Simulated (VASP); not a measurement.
Crystal: Nb.

```
CELL_PARAMETERS angstrom
-1.66395 1.66395 1.66395
1.66395 -1.66395 1.66395
1.66395 1.66395 -1.66395
ATOMIC_POSITIONS crystal
Nb 0.00000 0.00000 0.00000
```

* Program: VASP 6.6.1
* Task: relaxation of cell and atoms
* Functional: PBEsol
* Potentials or basis: VASP PAW PBE potentials, release 64 (Nb_sv)
* Cutoff: 600 eV
* k mesh: 16 × 16 × 16
* Occupations: methfessel-paxton, width 0.1 eV
* Spin: no spin polarisation

At the start: pressure -8.9 GPa; volume 18.43 Å³/atom.

Problem. How do energy, volume and symmetry change on relaxing?

Solution. Over 4 steps the energy falls by 28.3 meV/atom and the volume is 17.46 Å³/atom (-5.2 %); space group Im-3m (No. 229, to 0.05 Å).

Step by step:
```
step  energy change (eV)  largest force (eV/Å)  pressure (GPa)  volume (Å³)
   1              0.0000                0.0000           -8.94        18.43
   2              0.0778                0.0000           22.45        15.82
   3             -0.0283                0.0000           -0.38        17.49
   4             -0.0283                0.0000           -0.06        17.46
```

Final structure:
```
Nb
1.0
    -1.63433    1.63433    1.63433
     1.63433   -1.63433    1.63433
     1.63433    1.63433   -1.63433
Nb
1
Direct
  0.00000 0.00000 0.00000
```

Caveat: the PAW data sets were made with another functional, which shifts forces and pressure a little.
